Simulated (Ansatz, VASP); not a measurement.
# Two plane-wave programs on TlW

```
Tl W
1.0
     3.59118    0.00000    0.00000
     0.00000    3.59118    0.00000
     0.00000    0.00000    3.59118
Tl W
1 1
Direct
  0.00000 0.00000 0.00000
  0.50000 0.50000 0.50000
```

Alike in both runs: task relaxation of cell and atoms; functional PBE; k mesh 6 × 6 × 6; occupations gaussian, width 0.1 eV; no spin polarisation.

```csv
,VASP,Ansatz
version,VASP 6.6.1,Ansatz 0.2.0
potentials or method,"VASP PAW PBE potentials, release 64 (Tl_d, W_sv)","scalar-relativistic, plane waves, PAW"
plane-wave cutoff (eV),600,420
valence electrons in the cell,27,27
```

|  | VASP | Ansatz | Ansatz less VASP |
| --- | --- | --- | --- |
| gap on the k mesh at the Fermi level, each at its own relaxed structure (eV) | none | none | - |
| relaxed volume (Å³/atom) | 19.06 | 19.11 | +0.053 |
| relaxed cell length with the largest relative difference (Å) | 3.365 | 3.369 | +0.0031 |
| energy change over the relaxation (meV/atom) | -282 | -285 | -2.6 |

A gap of «none» marks a metal or a gap that the smearing closes.

Caveats: the volume moved by over 15 % at a fixed basis, so the end points are rough (VASP). Spin-orbit coupling is left out, which matters for the levels of Tl, W.
